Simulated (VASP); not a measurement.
Consider the following.

```xyz
3
Lattice="0.0000 3.2613 3.2613 3.2613 0.0000 3.2613 3.2613 3.2613 0.0000" Properties=species:S:1:pos:R:3 pbc="T T T"
Na     1.6307     1.6307     1.6307
Na     4.8920     4.8920     4.8920
S      0.0000     0.0000     0.0000
```

Method: optB88-vdW, VASP's PBE PAW potentials (set 64) (plane waves; VASP 6.6.1). Numerical set-up: 520 eV cut-off, Gaussian smearing of 0.050 eV, potentials Na_pv S.

Problem. What does the run give for the band gap (along the path) with the smallest direct gap where there is one?

Solution. 
The band gap (along the path) comes out as 2.49 eV. The smallest direct gap (along the path) comes out as 2.49 eV.

Only differences to runs with the same potentials and settings are physical.

The compound is Na2S in the antifluorite structure. It was relaxed first.
